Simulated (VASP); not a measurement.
Data:

```yaml
crystal:
  lattice:
    - [0.00000, 2.80342, 2.80342]
    - [2.80342, 0.00000, 2.80342]
    - [2.80342, 2.80342, 0.00000]
  atoms:
    - { symbol: Al, position: [0.00000, 0.00000, 0.00000] }
    - { symbol: P, position: [0.25000, 0.25000, 0.25000] }
```

Calculation: optB88-vdW, VASP's PBE PAW potentials (set 64) (plane waves; VASP 6.6.1). Settings: 520 eV cut-off, 8×8×8 Γ-centred mesh, Gaussian smearing of 0.050 eV, potentials Al P.

What does the run give for the energy per atom (σ→0), pressure, band gap (on the k-mesh) with the smallest direct gap where there is one?

- band gap (on the k-mesh): 1.81 eV
- smallest direct gap (on the k-mesh): 2.65 eV
- energy per atom (σ→0): -3.842 eV/atom
- pressure: -4.32 GPa

Only differences to runs with the same potentials and settings are physical.

The compound is AlP in the zinc blende structure. This cell is one point of a volume scan, at 1.06 of the reference volume.
